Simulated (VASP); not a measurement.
# The Sommerfeld expansion tested on AlRu

Wanted: TS, pressure and Fermi level of AlRu against the smearing width, on one dense mesh.

Program: VASP 6.6.1. Level of theory: PBEsol; plane waves and PAW (Al, Ru_pv), in the first sound run; inputs show where later runs differ. Results are calculated unless marked as measured.

Report form: the programs' logs are mostly left out.

### Step 1. The structure

It takes space group Pm-3m (No. 221, cubic). Conventional cell: a = 2.992 Å, b = 2.992 Å, c = 2.992 Å, α = 90.00°, β = 90.00°, γ = 90.00°. Nearest to Al lie 8 Ru at 2.59 Å. Nearest to Ru lie 8 Al at 2.59 Å. Farther neighbours are not listed.

### Step 2. Relax the crystal, PBEsol

The cell is relaxed and then held.

This step took 2 runs in a row; the last is shown.

Level: PBEsol; plane waves and PAW (Al, Ru_pv).

The input, INCAR:

```
SYSTEM = AlRu
PREC = Accurate
ENCUT = 450
EDIFF = 1E-07
NELM = 120
ISMEAR = 1
SIGMA = 0.15
LREAL = .FALSE.
ALGO = Normal
GGA = PS
NBANDS = 14
LASPH = .TRUE.
LORBIT = 11
LWAVE = .FALSE.
LCHARG = .FALSE.
KPAR = 8
IBRION = 2
NSW = 40
ISIF = 3
EDIFFG = -0.005
POTIM = 0.4
```

The input, POSCAR:

```
AlRu
1.0
    2.9760054673      0.0000000000      0.0000000000
    0.0000000000      2.9760054673      0.0000000000
    0.0000000000      0.0000000000      2.9760054673
Al Ru
1 1
Direct
    0.0000000000      0.0000000000      0.0000000000
    0.5000000000      0.5000000000      0.5000000000
```

The input, KPOINTS:

```
Automatic mesh
0
Gamma
15 15 15
0 0 0
```

PAW data sets: Al and Ru_pv (PBE family, release 64).

Started as:

```bash
$ mpirun -np 8 vasp_std
```

Elapsed: 4 s, on 8 MPI ranks of AMD EPYC 9R45, shared host; peak memory 1.1 GiB; 26 s of CPU time.

Numbers from this step:

```
energy(sigma→0) of the program : -15.5232 eV
stress, compression positive   : xx, yy, zz -0.02, -0.02, -0.02 GPa
volume                         : 26.357 Å³
ionic steps                    : 1
```

### Step 3. Tetrahedra, PBEsol

Tetrahedra give the density of states at the Fermi level without smearing.

Level: PBEsol; plane waves and PAW (Al, Ru_pv).

The input, INCAR:

```
SYSTEM = AlRu
PREC = Accurate
ENCUT = 450
EDIFF = 1E-08
NELM = 100
ISMEAR = -5
SIGMA = 0.15
LREAL = .FALSE.
ALGO = Normal
GGA = PS
NBANDS = 24
LASPH = .TRUE.
LORBIT = 11
LWAVE = .FALSE.
LCHARG = .FALSE.
KPAR = 2
ISIF = 2
NEDOS = 3001
```

POSCAR is that of step 2.

The input, KPOINTS:

```
Automatic mesh
0
Gamma
26 26 26
0 0 0
```

Started as:

```bash
$ mpirun -np 2 vasp_std
```

Wall time 76 s (2 MPI ranks); peak memory 0.69 GiB.

Numbers from this step:

```
energy(sigma→0) of the program : -15.5187 eV
```

The run ends at a pressure of 0.01 GPa.

### Step 4. Electron temperature, PBEsol

One member in full: SIGMA = 0.1 eV.

Level: PBEsol; plane waves and PAW (Al, Ru_pv).

INCAR, as its differences from that of step 3:

```diff
@@ -5,4 +5,4 @@
 NELM = 100
-ISMEAR = -5
-SIGMA = 0.15
+ISMEAR = -1
+SIGMA = 0.1
 LREAL = .FALSE.
@@ -17,2 +17 @@
 ISIF = 2
-NEDOS = 3001
```

POSCAR is that of step 3.

KPOINTS is that of step 3.

Started as:

```bash
$ mpirun -np 2 vasp_std
```

Wall time 71 s (2 MPI ranks); peak memory 0.61 GiB.

Read from the output:

```
energy(sigma→0) of the program : -15.5192 eV
stress, compression positive   : xx, yy, zz 0.24, 0.24, 0.24 GPa
```

The run ends at a pressure of 0.24 GPa.

### Step 5. The table

The other members went through these steps as far as the tables show, on the same mesh; 7 runs are not shown. The session took 0.35 core hours (wall time by ranks) on a shared machine.

| width kT (eV) | temperature (K) | free energy less that of the narrowest width (meV/atom) | TS (meV/atom) | pressure (GPa) | shift of the Fermi level (eV) |
| --- | --- | --- | --- | --- | --- |
| 0.025 | 290 | 0.000 | 1.693 | 0.024 | 0.000 |
| 0.050 | 580 | -2.484 | 6.551 | 0.071 | 0.003 |
| 0.075 | 870 | -6.542 | 14.492 | 0.145 | 0.008 |
| 0.100 | 1160 | -12.124 | 25.293 | 0.241 | 0.015 |
| 0.150 | 1741 | ? | ? | 0.495 | 0.037 |
| 0.200 | 2321 | -48.575 | 94.145 | 0.820 | 0.070 |
| 0.300 | 3481 | -105.177 | 196.942 | 1.619 | 0.156 |

### Step 6. The Sommerfeld expansion

At low temperature TS = (π²/3) g (kT)², so TS, twice the difference of energy(sigma→0) and the free energy, over (π²/3)(kT)² is an effective density of states: 0.823, 0.797, 0.783, 0.769, 0.715, 0.665 states/eV/atom in the rows shown.

Fitting a parabola to the 6 known rows (σ: width in eV) gives g = 0.5246 σ² − 0.7238 σ + 0.8362 in states/eV/atom; the residuals are 0.0031 states/eV/atom r.m.s.

For the withheld row, σ = 0.15, the fit gives 0.739 states/eV/atom.

### Step 7. The withheld row

The calculation gives 0.741 states/eV/atom, so the prediction is 0.002 states/eV/atom too low.

The parabola in σ is an empirical guide, not the expansion itself. Tetrahedra give g = 0.802 states/eV/atom at the Fermi level, the limit that the series should reach at zero width.

### Step 8. Results

```
density of states at the Fermi level, tetrahedra : 0.80 states/eV/atom
Sommerfeld coefficient from it                   : 1.89 mJ per mole of atoms and K²
pressure at the widest setting                   : 1.62 GPa
error of the predicted g                         : -0.002 states/eV/atom
```

What this shows: Against the tetrahedron value, the effective density of states stands at +3 % at 0.025 eV, -1 % at 0.05 eV, -4 % at 0.1 eV, -17 % at 0.3 eV. At the widest setting the states within reach are sparser than those at the Fermi level. The bare coefficient lacks the electron-phonon enhancement of measured heat capacities.

[Lines on the potential files, build, host, timing and source positions are cut from VASP's logs without a mark.]

[Logs are printed without paths, hosts, clocks, repeated set-up lines and the standing remarks that a program may print on its own settings, such as how far it seeks lower states.]

[Hosts, paths, dates, database ids (printed as entryN), source tags and the programs' standing remarks are cut or masked in the printed files.]
